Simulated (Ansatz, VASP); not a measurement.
## SiO2: VASP beside Ansatz

Wanted: the spread between two codes on one cell, functional and k mesh. The cell is taken from a series of runs on this material, whose earlier steps may have relaxed, scaled, displaced or heated it; both programs get it as it stands.

Program: Ansatz 0.2.0. Level of theory: plane waves, with VASP 6.6.1 beside it; zone-centre phonons at LDA. Results are calculated unless marked as measured.

## (1) Starting point

The structure is tetragonal, space group I-42d (No. 122). Conventional cell: a = 4.929 Å, b = 4.929 Å, c = 7.271 Å, α = 90.00°, β = 90.00°, γ = 90.00°. Nearest to Si lie 4 O at 1.60 Å. Nearest to O lie 2 Si at 1.60 Å. Farther neighbours and most contacts between anions are not listed.

## (2) VASP: zone-centre phonons, LDA

Second derivatives magnify differences that forces hide, and they need a tight electronic threshold.

Lines of VASP's logs that name or quote its potential files are left out, and so is its time.

Input file INCAR:

```
SYSTEM = SiO2
PREC = Accurate
ENCUT = 600
EDIFF = 1E-08
NELM = 120
ISMEAR = 0
SIGMA = 0.01
LREAL = .FALSE.
ALGO = Normal
GGA = PW92
NBANDS = 22
LORBIT = 11
LWAVE = .FALSE.
LCHARG = .FALSE.
ISIF = 2
IBRION = 8
LEPSILON = .TRUE.
LASPH = .TRUE.
GGA_COMPAT = .FALSE.
EFERMI = MIDGAP
KPAR = 2
```

Input file POSCAR:

```
SiO2
1.0
   -2.4645317419      2.4645317419      3.6353051394
    2.4645317419     -2.4645317419      3.6353051394
    2.4645317419      2.4645317419     -3.6353051394
Si O
2 4
Direct
    0.0000000000      0.0000000000      0.0000000000
    0.7500000000      0.2500000000      0.5000000000
    0.9709627266      0.6250000000      0.8459627266
    0.3750000000      0.2209627266      0.3459627266
    0.7790372734      0.1250000000      0.1540372734
    0.8750000000      0.0290372734      0.6540372734
```

Input file KPOINTS:

```
Automatic mesh
0
Gamma
8 8 8
0 0 0
```

PAW data sets: Si and O (LDA family, release 64).

Run with:

```
> mpirun -np 2 vasp_std
```

What it wrote:

```text
[banner, memory and clock lines left out]
running    2 mpi-ranks, on    1 nodes
 distrk:  each k-point on    1 cores,    2 groups
 distr:  one band on    1 cores,    1 groups

 POSCAR found type information on POSCAR SiO
 POSCAR found :  2 types and       6 ions
|                                                                             |
|               ----> ADVICE to this user running VASP <----                  |
|                                                                             |
|     You enforced a specific xc type in the INCAR file but a different       |
|     [... a line on the potential file left out ...]
|     I HOPE YOU KNOW WHAT YOU ARE DOING!                                     |
|                                                                             |

 LDA part: xc-table for (Slater(with rela. corr.)+PW92), standard interpolation
 POSCAR, INCAR and KPOINTS ok, starting setup
 FFT: planning ... GRIDC
 FFT: planning ... GRID_SOFT
 FFT: planning ... GRID
 WAVECAR not read
 entering main loop
       N       E                     dE             d eps       ncg     rms          rms(c)
DAV:   1     0.203368339292E+03    0.20337E+03   -0.17701E+04  2596   0.146E+03
DAV:   2    -0.446244894193E+02   -0.24799E+03   -0.23899E+03  3564   0.314E+02
DAV:   3    -0.587257264416E+02   -0.14101E+02   -0.14050E+02  3274   0.802E+01
DAV:   4    -0.588868632292E+02   -0.16114E+00   -0.16100E+00  3262   0.968E+00
DAV:   5    -0.588894452537E+02   -0.25820E-02   -0.25816E-02  3226   0.122E+00    0.217E+01
DAV:   6    -0.521503406221E+02    0.67391E+01   -0.26014E+01  3046   0.330E+01    0.107E+01
DAV:   7    -0.520259577929E+02    0.12438E+00   -0.67410E-01  3136   0.496E+00    0.384E+00
DAV:   8    -0.519579314144E+02    0.68026E-01   -0.45374E-02  3190   0.181E+00    0.131E+00
DAV:   9    -0.519491085202E+02    0.88229E-02   -0.14660E-02  3256   0.992E-01    0.234E-01
DAV:  10    -0.519499346914E+02   -0.82617E-03   -0.18937E-03  3118   0.291E-01    0.805E-02
DAV:  11    -0.519498850610E+02    0.49630E-04   -0.70647E-04  3238   0.187E-01    0.209E-02
DAV:  12    -0.519498846648E+02    0.39618E-06   -0.37880E-05  3214   0.450E-02    0.733E-03
DAV:  13    -0.519498859121E+02   -0.12473E-05   -0.13445E-06  3208   0.782E-03    0.401E-03
DAV:  14    -0.519498859929E+02   -0.80733E-07   -0.12417E-07  3220   0.239E-03    0.158E-03
DAV:  15    -0.519498859982E+02   -0.53760E-08   -0.25528E-08  2790   0.115E-03
   1 F= -.51949886E+02 E0= -.51949886E+02  d E =0.000000E+00
 Linear response reoptimize wavefunctions to high precision
DAV:   1    -0.519498859975E+02    0.69258E-09   -0.36171E-09  2300   0.443E-04
DAV:   2    -0.519498859976E+02   -0.10459E-10   -0.30598E-10  2222   0.135E-04
 Linear response G [H, r] |phi>, progress :
  Direction:   1
       N       E                     dE             d eps       ncg     rms
RMM:   1    -0.120219763631E+03   -0.12022E+03    0.11999E+02  5849   0.958E+01
RMM:   2    -0.114705066722E+03    0.55147E+01   -0.71345E+00  4474   0.182E+01
RMM:   3    -0.114776741236E+03   -0.71675E-01   -0.14245E-01  4641   0.232E+00
RMM:   4    -0.114779669554E+03   -0.29283E-02   -0.39930E-03  4882   0.387E-01
RMM:   5    -0.114779759722E+03   -0.90168E-04   -0.14752E-04  4915   0.703E-02
RMM:   6    -0.114779765663E+03   -0.59409E-05    0.12267E-06  4938   0.140E-02
RMM:   7    -0.114779766041E+03   -0.37884E-06    0.45927E-06  4961   0.421E-03
RMM:   8    -0.114779766058E+03   -0.16359E-07    0.48770E-06  4824   0.235E-03
RMM:   9    -0.114779766051E+03    0.64180E-08    0.61073E-06  4267   0.204E-03
RMM:  10    -0.114779766067E+03   -0.15391E-07    0.10421E-05  3878   0.199E-03
RMM:  11    -0.114779766073E+03   -0.61948E-08    0.10079E-05  3710   0.201E-03
RMM:  12    -0.114779766195E+03   -0.12201E-06    0.14825E-05  3691   0.200E-03
 Linear response G [H, r] |phi>, progress :
  Direction:   2
       N       E                     dE             d eps       ncg     rms
RMM:   1    -0.120630422005E+03   -0.12063E+03    0.12072E+02  5861   0.960E+01
RMM:   2    -0.114762923330E+03    0.58675E+01   -0.72537E+00  4482   0.184E+01
RMM:   3    -0.114834637907E+03   -0.71715E-01   -0.14526E-01  4640   0.235E+00
RMM:   4    -0.114837543303E+03   -0.29054E-02   -0.38523E-03  4886   0.386E-01
RMM:   5    -0.114837632894E+03   -0.89591E-04   -0.15445E-04  4916   0.703E-02
RMM:   6    -0.114837639312E+03   -0.64176E-05   -0.16774E-05  4943   0.141E-02
RMM:   7    -0.114837639842E+03   -0.53024E-06   -0.15503E-05  4961   0.436E-03
RMM:   8    -0.114837639967E+03   -0.12497E-06   -0.16012E-05  4819   0.252E-03
RMM:   9    -0.114837639996E+03   -0.28859E-07   -0.15216E-05  4292   0.221E-03
RMM:  10    -0.114837640010E+03   -0.13790E-07   -0.75131E-06  3929   0.217E-03
RMM:  11    -0.114837640158E+03   -0.14805E-06   -0.95335E-06  3767   0.217E-03
[...]
RMM:   6    -0.320441014233E+00   -0.13630E-02    0.39900E-05 12226   0.838E-02    0.189E-02
RMM:   7    -0.320635543314E+00   -0.19453E-03   -0.17800E-04 12486   0.312E-02    0.576E-03
RMM:   8    -0.320684830676E+00   -0.49287E-04   -0.51123E-05 12396   0.901E-03    0.250E-03
RMM:   9    -0.320700938311E+00   -0.16108E-04    0.17524E-05 12510   0.400E-03    0.606E-04
RMM:  10    -0.320695865375E+00    0.50729E-05    0.23968E-06 12479   0.840E-04    0.139E-04
[...]
RMM:  11    -0.248447647513E-01    0.38391E-08   -0.52790E-08 21801   0.589E-05    0.121E-05
 first order change of Fermi-energy   0.31861E-05
 force on displaced ion       1 direction 1 : -47.580   0.019  -0.000
 Born effective charge ion    1 direction 1 :   3.281   0.355  -0.000
 Linear response progress:
  Degree of freedom:   2/  5
       N       E                     dE             d eps       ncg     rms          rms(c)
RMM:   1    -0.457695505628E-01   -0.45770E-01   -0.80660E-03 19361   0.191E+00
RMM:   2    -0.256168449044E-01    0.20153E-01   -0.51070E-03 11693   0.561E-01    0.281E-01
RMM:   3    -0.249330823117E-01    0.68376E-03   -0.63007E-04 12120   0.178E-01    0.155E-01
RMM:   4    -0.246113144261E-01    0.32177E-03   -0.34215E-04 12114   0.107E-01    0.360E-02
RMM:   5    -0.245768473611E-01    0.34467E-04   -0.42461E-05 12292   0.285E-02    0.902E-03
RMM:   6    -0.245537513560E-01    0.23096E-04   -0.46988E-06 12150   0.149E-02    0.222E-03
RMM:   7    -0.245558216094E-01   -0.20703E-05    0.21393E-06 12478   0.501E-03    0.154E-03
RMM:   8    -0.245574344798E-01   -0.16129E-05   -0.99420E-07 12330   0.230E-03    0.177E-04
RMM:   9    -0.245573749440E-01    0.59536E-07   -0.15177E-07 12457   0.342E-04    0.693E-05
RMM:  10    -0.245575781589E-01   -0.20321E-06   -0.23258E-07 12496   0.111E-04    0.218E-05
RMM:  11    -0.245575643142E-01    0.13845E-07   -0.13034E-07 12596   0.415E-05    0.102E-05
RMM:  12    -0.245575537695E-01    0.10545E-07   -0.12426E-07 12622   0.278E-05    0.177E-06
RMM:  13    -0.245575457458E-01    0.80236E-08   -0.96821E-08 12287   0.253E-05    0.136E-06
 first order change of Fermi-energy  -0.17970E-01
 force on displaced ion       1 direction 3 :  -0.000   0.000 -46.539
 Born effective charge ion    1 direction 3 :   0.000   0.000   3.346
 Linear response progress:
  Degree of freedom:   3/  5
       N       E                     dE             d eps       ncg     rms          rms(c)
RMM:   1    -0.376963720085E+00   -0.37696E+00    0.43029E-01 22074   0.389E+00
RMM:   2    -0.369000692353E+00    0.79630E-02   -0.11944E-02 19983   0.663E-01    0.371E-01
RMM:   3    -0.369369027774E+00   -0.36834E-03   -0.29430E-03 19216   0.300E-01    0.204E-01
RMM:   4    -0.371538434110E+00   -0.21694E-02   -0.29001E-03 21051   0.255E-01    0.608E-02
RMM:   5    -0.371379101540E+00    0.15933E-03   -0.18320E-04 20387   0.701E-02    0.126E-02
RMM:   6    -0.371538018917E+00   -0.15892E-03   -0.34514E-05 21784   0.278E-02    0.491E-03
RMM:   7    -0.371492536204E+00    0.45483E-04   -0.10002E-06 21508   0.602E-03    0.967E-04
RMM:   8    -0.371499432840E+00   -0.68966E-05   -0.43173E-08 21678   0.108E-03    0.486E-04
RMM:   9    -0.371498760815E+00    0.67202E-06   -0.17780E-08 21635   0.503E-04    0.142E-04
RMM:  10    -0.371499198786E+00   -0.43797E-06   -0.99834E-09 21808   0.225E-04    0.258E-05
RMM:  11    -0.371499286029E+00   -0.87243E-07   -0.60415E-09 21511   0.116E-04    0.787E-06
RMM:  12    -0.371499324757E+00   -0.38728E-07   -0.54139E-09 21793   0.810E-05    0.372E-06
RMM:  13    -0.371499323701E+00    0.10556E-08    0.46635E-09 21994   0.760E-05    0.144E-06
 first order change of Fermi-energy   0.35844E+00
 force on displaced ion       3 direction 1 : -41.566   0.000 -27.054
 Born effective charge ion    3 direction 1 :  -2.200   0.000  -0.859
 Linear response progress:
  Degree of freedom:   4/  5
       N       E                     dE             d eps       ncg     rms          rms(c)
RMM:   1    -0.372554388492E+00   -0.37255E+00    0.25167E-01 12730   0.369E+00
RMM:   2    -0.363432117041E+00    0.91223E-02   -0.79843E-03 11124   0.555E-01    0.231E-01
RMM:   3    -0.364504035698E+00   -0.10719E-02   -0.19193E-03 11758   0.245E-01    0.115E-01
RMM:   4    -0.365953877204E+00   -0.14498E-02   -0.55977E-04 10637   0.137E-01    0.337E-02
RMM:   5    -0.366404372855E+00   -0.45050E-03   -0.99589E-05 12333   0.473E-02    0.130E-02
RMM:   6    -0.366285713989E+00    0.11866E-03   -0.65788E-06 11665   0.169E-02    0.324E-03
RMM:   7    -0.366344335385E+00   -0.58621E-04   -0.15756E-06 11727   0.564E-03    0.734E-04
RMM:   8    -0.366341359208E+00    0.29762E-05   -0.29706E-08 12472   0.133E-03    0.410E-04
RMM:   9    -0.366341991194E+00   -0.63199E-06    0.35321E-08 12467   0.784E-04    0.239E-04
RMM:  10    -0.366343104507E+00   -0.11133E-05   -0.67243E-08 12584   0.514E-04    0.698E-05
RMM:  11    -0.366342912244E+00    0.19226E-06   -0.19387E-08 12403   0.156E-04    0.168E-05
RMM:  12    -0.366342951465E+00   -0.39221E-07   -0.86343E-09 12592   0.906E-05    0.808E-06
RMM:  13    -0.366342967792E+00   -0.16326E-07   -0.13920E-08 12781   0.734E-05    0.205E-06
RMM:  14    -0.366342976166E+00   -0.83748E-08   -0.94453E-09 12490   0.685E-05    0.682E-07
 first order change of Fermi-energy  -0.36007E+00
 force on displaced ion       3 direction 2 :  -0.000  -9.740  -0.000
 Born effective charge ion    3 direction 2 :   0.000  -1.080   0.000
 Linear response progress:
  Degree of freedom:   5/  5
       N       E                     dE             d eps       ncg     rms          rms(c)
RMM:   1    -0.374241319354E+00   -0.37424E+00    0.33389E-01 22249   0.379E+00
RMM:   2    -0.366586269287E+00    0.76551E-02   -0.95862E-03 19216   0.601E-01    0.295E-01
RMM:   3    -0.367339396801E+00   -0.75313E-03   -0.20078E-03 18836   0.252E-01    0.160E-01
RMM:   4    -0.369344644953E+00   -0.20052E-02   -0.20781E-03 20906   0.220E-01    0.454E-02
RMM:   5    -0.369235766107E+00    0.10888E-03   -0.12792E-04 20559   0.590E-02    0.114E-02
RMM:   6    -0.369361562569E+00   -0.12580E-03   -0.22506E-05 21763   0.224E-02    0.336E-03
RMM:   7    -0.369332854284E+00    0.28708E-04   -0.10015E-06 21635   0.533E-03    0.896E-04
RMM:   8    -0.369338749490E+00   -0.58952E-05   -0.82520E-08 21610   0.137E-03    0.463E-04
RMM:   9    -0.369337262677E+00    0.14868E-05   -0.14882E-08 21693   0.383E-04    0.918E-05
RMM:  10    -0.369338518580E+00   -0.12559E-05   -0.18257E-08 21717   0.214E-04    0.576E-05
RMM:  11    -0.369338268568E+00    0.25001E-06   -0.14940E-08 21060   0.111E-04    0.167E-05
RMM:  12    -0.369338389338E+00   -0.12077E-06   -0.14199E-08 21875   0.836E-05    0.331E-06
RMM:  13    -0.369338380265E+00    0.90735E-08   -0.26010E-09 22076   0.740E-05    0.221E-06
 first order change of Fermi-energy   0.89753E-02
 force on displaced ion       3 direction 3 : -27.052   0.000 -24.654
 Born effective charge ion    3 direction 3 :  -0.879  -0.000  -1.673
 Born effective charges drift removed
 Linear response finished
```

(Continued in part 2 of 2.)

[Lines on the potential files, build, host, timing and source positions are cut from VASP's logs without a mark.]

[Logs are printed without paths, hosts, clocks, repeated set-up lines and the standing remarks that a program may print on its own settings, such as how far it seeks lower states.]

[Hosts, paths, dates, database ids (printed as entryN), source tags and the programs' standing remarks are cut or masked in the printed files.]
